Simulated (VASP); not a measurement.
Level of theory: G0W0 on PBE orbitals, VASP's PBE PAW potentials (set 64) (plane waves; VASP 6.6.1).

The input files of a VASP run:

**INCAR**
```
SYSTEM  =  KBr
PREC  =  Normal; ENCUT  =  500; LREAL  =  F
LASPH  =  T; NBANDS  =  128
ALGO  =  EVGW0
ISMEAR  =  0; SIGMA  =  0.01
GGA  =  PE
LWAVE  =  T; LCHARG  =  F
ENCUTGW  =  180; NELMGW  =  1; NOMEGA  =  64
NBANDSGW  =  18; LSPECTRALGW  =  T
```

### KPOINTS
```
K-points
0
Gamma
6 6 6
```

**POSCAR**
```
KBr
1
    0.0000000000     3.3000000000     3.3000000000
    3.3000000000     0.0000000000     3.3000000000
    3.3000000000     3.3000000000     0.0000000000
K Br
1 1
Direct
  0.0000000000   0.0000000000   0.0000000000
  0.5000000000   0.5000000000   0.5000000000
```

POTCAR, in this order: K_sv_GW Br_GW (PBE.64 set). Program: vasp_std. Read from the step before: W*.

Output

OUTCAR:
```
 ion  position               nearest neighbor table
   1  0.000  0.000  0.000-
   2  0.500  0.500  0.500-
  LATTYP: Found a face centered cubic cell.
 ALAT       =     6.6000000000
 Subroutine PRICEL returns:
 Original cell was already a primitive cell.
 Subroutine GETGRP returns: Found 48 space group operations
The static configuration has the point symmetry O_h .
The dynamic configuration has the point symmetry O_h .
 Subroutine INISYM returns: Found 48 space group operations
 Subroutine IBZKPT returns following result:
 Found     16 irreducible k-points:

 Following reciprocal coordinates:
            Coordinates               Weight
  0.000000  0.000000  0.000000      1.000000
  0.166667  0.000000  0.000000      8.000000
  0.333333  0.000000  0.000000      8.000000
  0.500000  0.000000  0.000000      4.000000
  0.166667  0.166667  0.000000      6.000000
  0.333333  0.166667  0.000000     24.000000
  0.500000  0.166667  0.000000     24.000000
 -0.333333  0.166667  0.000000     24.000000
 -0.166667  0.166667  0.000000     12.000000
  0.333333  0.333333  0.000000      6.000000
  0.500000  0.333333  0.000000     24.000000
 -0.333333  0.333333  0.000000     12.000000
  0.500000  0.500000  0.000000      3.000000
  0.500000  0.333333  0.166667     24.000000
 -0.333333  0.333333  0.166667     24.000000
 -0.333333  0.500000  0.166667     12.000000
 Subroutine IBZKPT_HF returns following result:
   k-points           NKPTS =     16   k-points in BZ     NKDIM =    216   number of bands    NBANDS=    128
   number of dos      NEDOS =    301   number of ions     NIONS =      2
   total plane-waves  NPLWV =  21952
   dimension x,y,z NGX =    28 NGY =   28 NGZ =   28
   dimension x,y,z NGXF=    56 NGYF=   56 NGZF=   56
   ions per type =               1   1
   PREC   = normal    normal or accurate (medium, high low for compatibility)
   ISTART =      1    job   : 0-new  1-cont  2-samecut
   ICHARG =      0    charge: 1-file 2-atom 10-const
   ISPIN  =      1    spin polarized calculation?
   LNONCOLLINEAR =      F non collinear calculations
   LSORBIT =      F    spin-orbit coupling
   INIWAV =      1    electr: 0-lowe 1-rand  2-diag
   ENCUT  =  500.0 eV  36.75 Ry    6.06 a.u.   8.51  8.51  8.51*2*pi/ulx,y,z
   NELM   =     60;   NELMIN=  2; NELMDL=  0     # of ELM steps
   EDIFF  = 0.1E-03   stopping-criterion for ELM
   LREAL  =      F    real-space projection
   NLSPLINE    = F    spline interpolate recip. space projectors
   LMAXMIX     =    2 max onsite mixed and CHGCAR
   VOSKOWN=      0    Vosko Wilk Nusair interpolation
   EDIFFG = 0.1E-02   stopping-criterion for IOM
   NSW    =      0    number of steps for IOM
   NBLOCK =      1;   KBLOCK =      1    inner block; outer block
   IBRION =     -1    ionic relax: 0-MD 1-quasi-New 2-CG
   NFREE  =      0    steps in history (QN), initial steepest desc. (CG)
   ISIF   =      0    stress and relaxation
   ISYM   =      3    0-nonsym 1-usesym 2-fastsym
   TEIN   =    0.0    initial temperature
   TEBEG  =    0.0;   TEEND  =   0.0 temperature during run
   SMASS  =  -3.00    Nose mass-parameter (am)
   PSTRESS=    0.0 pullay stress
   NELECT =      16.0000    total number of electrons
   EFERMI =   0.00;   METHOD = LEGACY
   ISMEAR =     0;   SIGMA  =   0.01  broadening in eV -4-tet -1-fermi 0-gaus
   IALGO  =     38    algorithm
   LDIAG  =      T    sub-space diagonalisation (order eigenvalues)
   IMIX   =      4    mixing-type and parameters
     AMIX     =   0.40;   BMIX     =  1.00
     AMIX_MAG =   1.60;   BMIX_MAG =  1.00
     AMIN     =   0.10
   GGA     = PE    functional components
   VOSKOWN =     0    Vosko Wilk Nusair interpolation
...
```

File OSZICAR:
```
energies w=
    0.000    0.000    0.723    0.000    1.444    0.000    2.162    0.000
    2.875    0.000    3.582    0.000    4.283    0.000    4.975    0.000
    5.658    0.000    6.333    0.000    6.998    0.000    7.654    0.000
    8.301    0.000    8.939    0.000    9.570    0.000   10.193    0.000
   10.809    0.000   11.420    0.000   12.026    0.000   12.629    0.000
   13.229    0.000   13.828    0.000   14.428    0.000   15.029    0.000
   15.633    0.000   16.241    0.000   16.856    0.000   17.479    0.000
   18.111    0.000   18.756    0.000   19.414    0.000   20.089    0.000
   20.783    0.000   21.498    0.000   22.239    0.000   23.009    0.000
   23.811    0.000   24.651    0.000   25.532    0.000   26.463    0.000
   27.449    0.000   28.498    0.000   29.620    0.000   30.826    0.000
   32.128    0.000   33.543    0.000   35.088    0.000   36.788    0.000
   38.670    0.000   40.769    0.000   43.130    0.000   45.808    0.000
   48.877    0.000   52.432    0.000   56.603    0.000   61.568    0.000
   67.578    0.000   75.003    0.000   84.404    0.000   96.683    0.000
  113.379    0.000  137.364    0.000  174.667    0.000  240.482    0.000
NQ=   1    0.0000    0.0000    0.0000,
 performed        488000 updates of chi_q(r,r)
NQ=   2    0.1667    0.0000    0.0000,
 performed       1400000 updates of chi_q(r,r)
NQ=   3    0.3333    0.0000    0.0000,
 performed       2312000 updates of chi_q(r,r)
NQ=   4    0.5000    0.0000    0.0000,
 performed       2993000 updates of chi_q(r,r)
NQ=   5    0.1667    0.1667    0.0000,
 performed       3799000 updates of chi_q(r,r)
NQ=   6    0.3333    0.1667    0.0000,
 performed       5098000 updates of chi_q(r,r)
NQ=   7    0.5000    0.1667    0.0000,
 performed       6397000 updates of chi_q(r,r)
NQ=   8   -0.3333    0.1667    0.0000,
 performed       7696000 updates of chi_q(r,r)
NQ=   9   -0.1667    0.1667    0.0000,
 performed       8755000 updates of chi_q(r,r)
NQ=  10    0.3333    0.3333    0.0000,
 performed       9561000 updates of chi_q(r,r)
NQ=  11    0.5000    0.3333    0.0000,
 performed      10860000 updates of chi_q(r,r)
NQ=  12   -0.3333    0.3333    0.0000,
 performed      11919000 updates of chi_q(r,r)
NQ=  13    0.5000    0.5000    0.0000,
 performed      12545000 updates of chi_q(r,r)
NQ=  14    0.5000    0.3333    0.1667,
 performed      13853000 updates of chi_q(r,r)
NQ=  15   -0.3333    0.3333    0.1667,
 performed      15041000 updates of chi_q(r,r)
NQ=  16   -0.3333    0.5000    0.1667,
 performed      16100000 updates of chi_q(r,r)
 resolving degeneracies of screened two electron integrals
```

### OUTCAR
```


 k-point   1 :       0.0000    0.0000    0.0000
  band No.  KS-energies  QP-energies   sigma(KS)   V_xc(KS)     V^pw_x(r,r')   Z            occupation Imag(sigma)

      1     -28.3734     -30.0549     -21.2630     -18.5207     -30.7407       0.6132       2.0000       0.5973
      2     -12.8923     -14.4749     -16.0826     -13.9539     -22.1683       0.7435       2.0000       1.3213
      3     -11.8506     -14.8050     -21.4992     -17.8072     -24.6530       0.8002       2.0000       0.1145
      4     -11.8506     -14.8050     -21.4992     -17.8072     -24.6530       0.8002       2.0000       0.1145
      5     -11.8506     -14.8050     -21.4992     -17.8072     -24.6530       0.8002       2.0000       0.1145
      6      -0.6000      -2.3987     -14.8885     -12.6350     -16.5025       0.7982       2.0000       0.0759
      7      -0.6000      -2.3987     -14.8885     -12.6350     -16.5025       0.7982       2.0000       0.0759
      8      -0.6000      -2.3987     -14.8885     -12.6350     -16.5025       0.7982       2.0000       0.0759
      9       3.8290       4.4928      -5.8560      -6.6319      -3.0742       0.8554       0.0000      -0.0604
     10       7.0062       8.4469      -6.5858      -8.2928      -3.6244       0.8440       0.0000      -0.0721
     11       7.0062       8.4469      -6.5858      -8.2928      -3.6244       0.8440       0.0000      -0.0721
     12       7.0062       8.4469      -6.5858      -8.2928      -3.6244       0.8440       0.0000      -0.0721
     13       7.8239       9.7397      -7.7921     -10.0716      -4.7562       0.8404       0.0000      -0.0707
     14       7.8239       9.7397      -7.7921     -10.0716      -4.7562       0.8404       0.0000      -0.0707
     15      10.9933      11.1700      -4.1475      -4.3665      -0.7487       0.8068       0.0000      -0.1877
     16      14.2906      17.2063      -9.5569     -13.1848      -5.7500       0.8037       0.0000      -0.1781
     17      14.2906      17.2063      -9.5569     -13.1848      -5.7500       0.8037       0.0000      -0.1781
     18      14.2906      17.2063      -9.5569     -13.1848      -5.7500       0.8037       0.0000      -0.1781

 k-point   2 :       0.1667    0.0000    0.0000
  band No.  KS-energies  QP-energies   sigma(KS)   V_xc(KS)     V^pw_x(r,r')   Z            occupation Imag(sigma)

      1     -28.3720     -30.0542     -21.2641     -18.5234     -30.7430       0.6138       2.0000       0.5964
      2     -12.9432     -14.6154     -16.3590     -14.1098     -22.2820       0.7434       2.0000       1.2460
      3     -11.8520     -14.8060     -21.4957     -17.8042     -24.6486       0.8002       2.0000       0.1139
      4     -11.8520     -14.8060     -21.4957     -17.8042     -24.6486       0.8002       2.0000       0.1139
      5     -11.7823     -14.6277     -21.2322     -17.6692     -24.5393       0.7986       2.0000       0.1802
      6      -0.9650      -2.8076     -14.3250     -12.0072     -15.9383       0.7950       2.0000       0.0791
      7      -0.6885      -2.4968     -14.7826     -12.5145     -16.4054       0.7973       2.0000       0.0769
      8      -0.6885      -2.4968     -14.7826     -12.5145     -16.4054       0.7973       2.0000       0.0769
      9       4.4840       5.1965      -6.2737      -7.1112      -3.4712       0.8507       0.0000      -0.0626
     10       6.8661       8.1276      -6.3870      -7.8811      -3.4419       0.8443       0.0000      -0.0736
     11       7.3288       8.8200      -6.6952      -8.4658      -3.6869       0.8422       0.0000      -0.0751
     12       7.3288       8.8200      -6.6952      -8.4658      -3.6869       0.8422       0.0000      -0.0751
     13       8.1773      10.1140      -7.9231     -10.2337      -4.8393       0.8381       0.0000      -0.0738
     14       8.1773      10.1140      -7.9231     -10.2337      -4.8393       0.8381       0.0000      -0.0738
     15      11.8403      12.8195      -5.6742      -6.8852      -2.1655       0.8086       0.0000      -0.2074
     16      12.7887      14.0977      -6.8414      -8.4551      -3.1512       0.8112       0.0000      -0.2054
     17      13.2162      15.3295      -8.3307     -10.9579      -4.5792       0.8044       0.0000      -0.1735
     18      13.2162      15.3295      -8.3307     -10.9579      -4.5792       0.8044       0.0000      -0.1735

 k-point   3 :       0.3333    0.0000    0.0000
  band No.  KS-energies  QP-energies   sigma(KS)   V_xc(KS)     V^pw_x(r,r')   Z            occupation Imag(sigma)

      1     -28.3693     -30.0536     -21.2662     -18.5288     -30.7476       0.6153       2.0000       0.5948
      2     -13.0305     -14.7952     -16.7292     -14.3124     -22.4304       0.7302       2.0000       1.1401
      3     -11.8548     -14.8097     -21.4887     -17.7985     -24.6399       0.8007       2.0000       0.1125
      4     -11.8548     -14.8097     -21.4887     -17.7985     -24.6399       0.8007       2.0000       0.1125
      5     -11.6596     -14.3595     -20.8794     -17.5046     -24.3922       0.8000       2.0000       0.2668
      6      -1.5372      -3.4816     -13.7401     -11.2904     -15.4295       0.7938       2.0000       0.0887
      7      -0.8547      -2.6842     -14.6010     -12.3033     -16.2446       0.7963       2.0000       0.0791
      8      -0.8547      -2.6842     -14.6010     -12.3033     -16.2446       0.7963       2.0000       0.0791
      9       5.5895       6.3321      -6.1357      -7.0137      -3.2750       0.8458       0.0000      -0.0683
     10       7.1190       8.2859      -6.8426      -8.2411      -3.8182       0.8343       0.0000      -0.0815
     11       8.1892       9.8122      -6.9851      -8.9248      -3.8567       0.8368       0.0000      -0.0832
     12       8.1892       9.8122      -6.9851      -8.9248      -3.8567       0.8368       0.0000      -0.0832
     13       9.0661      11.0230      -8.1257     -10.4839      -4.9036       0.8298       0.0000      -0.0851
     14       9.0661      11.0230      -8.1257     -10.4839      -4.9036       0.8298       0.0000      -0.0851
     15      10.8562      12.6810      -7.6050      -9.8442      -4.0488       0.8150       0.0000      -0.1245
     16      11.5145      13.6910      -8.3293     -11.0067      -4.7722       0.8129       0.0000      -0.1249
     17      11.5145      13.6910      -8.3293     -11.0067      -4.7722       0.8129       0.0000      -0.1249
     18      13.8403      15.7426      -8.3615     -10.7189      -4.5991       0.8069       0.0000      -0.1920

 k-point   4 :       0.5000    0.0000    0.0000
  band No.  KS-energies  QP-energies   sigma(KS)   V_xc(KS)     V^pw_x(r,r')   Z            occupation Imag(sigma)

      1     -28.3678     -30.0530     -21.2673     -18.5315     -30.7498       0.6160       2.0000       0.5940
      2     -13.0690     -14.8718     -16.8616     -14.3827     -22.4820       0.7273       2.0000       1.0999
      3     -11.8562     -14.8109     -21.4853     -17.7956     -24.6356       0.8008       2.0000       0.1119
      4     -11.8562     -14.8109     -21.4853     -17.7956     -24.6356       0.8008       2.0000       0.1119
      5     -11.6030     -14.2391     -20.7553     -17.4543     -24.3418       0.7986       2.0000       0.2970
      6      -1.7769      -3.7589     -13.5569     -11.0467     -15.2944       0.7896       2.0000       0.0941
      7      -0.9330      -2.7685     -14.5223     -12.2098     -16.1772       0.7938       2.0000       0.0803
      8      -0.9330      -2.7685     -14.5223     -12.2098     -16.1772       0.7938       2.0000       0.0803
      9       5.9787       6.6622      -5.7626      -6.5684      -2.9282       0.8483       0.0000      -0.0692
     10       7.6344       8.9065      -7.3556      -8.8957      -4.2034       0.8259       0.0000      -0.0922
     11       9.1391      11.3191      -7.9658     -10.6117      -4.6043       0.8239       0.0000      -0.0986
     12       9.1391      11.3191      -7.9658     -10.6117      -4.6043       0.8239       0.0000      -0.0986
     13       9.4601      10.4612      -6.4660      -7.6665      -3.3354       0.8338       0.0000      -0.0885
     14       9.4601      10.4612      -6.4660      -7.6665      -3.3354       0.8338       0.0000      -0.0885
     15      10.3135      12.0278      -7.6844      -9.7864      -4.0792       0.8156       0.0000      -0.1221
     16      10.5413      13.4289      -9.6304     -13.1751      -6.0927       0.8146       0.0000      -0.1061
     17      10.5413      13.4289      -9.6304     -13.1751      -6.0927       0.8146       0.0000      -0.1061
     18      13.1072      14.4449      -7.4336      -9.0753      -3.8561       0.8148       0.0000      -0.1664

 k-point   5 :       0.1667    0.1667    0.0000
  band No.  KS-energies  QP-energies   sigma(KS)   V_xc(KS)     V^pw_x(r,r')   Z            occupation Imag(sigma)

      1     -28.3716     -30.0546     -21.2645     -18.5243     -30.7437       0.6142       2.0000       0.5964
      2     -12.9380     -14.6165     -16.3678     -14.1183     -22.2864       0.7461       2.0000       1.2446
      3     -11.8595     -14.8101     -21.4807     -17.7865     -24.6352       0.7987       2.0000       0.1158
      4     -11.8595     -14.8101     -21.4807     -17.7865     -24.6352       0.7987       2.0000       0.1158
      5     -11.7764     -14.6206     -21.2390     -17.6808     -24.5457       0.7993       2.0000       0.1786
      6      -1.0529      -2.9023     -14.2329     -11.9022     -15.8610       0.7935       2.0000       0.0809
      7      -0.6866      -2.5025     -14.8022     -12.5268     -16.4269       0.7981       2.0000       0.0768
      8      -0.6866      -2.5025     -14.8022     -12.5268     -16.4269       0.7981       2.0000       0.0768
      9       4.6251       5.3717      -6.3183      -7.1974      -3.4958       0.8494       0.0000      -0.0634
     10       6.3829       7.5801      -6.1279      -7.5418      -3.2416       0.8467       0.0000      -0.0698
     11       7.6833       9.2323      -6.8723      -8.7178      -3.8144       0.8394       0.0000      -0.0785
     12       7.6833       9.2323      -6.8723      -8.7178      -3.8144       0.8394       0.0000      -0.0785
     13       8.0213      10.0007      -7.9034     -10.2613      -4.8377       0.8395       0.0000      -0.0720
     14       8.4994      10.3258      -7.9122     -10.1032      -4.7873       0.8336       0.0000      -0.0786
     15      12.1321      12.9353      -5.3479      -6.3390      -1.8276       0.8104       0.0000      -0.2369
     16      12.3909      14.1946      -8.0070     -10.2530      -4.2485       0.8031       0.0000      -0.1560
     17      12.8072      14.9031      -8.1749     -10.7657      -4.5215       0.8090       0.0000      -0.1598
...
```
(Selected blocks of OUTCAR.)

The mesh is coarse and the basis finite, so the quasiparticle values are not converged.

The compound is KBr in the rock salt structure. The cell was not relaxed at this level.
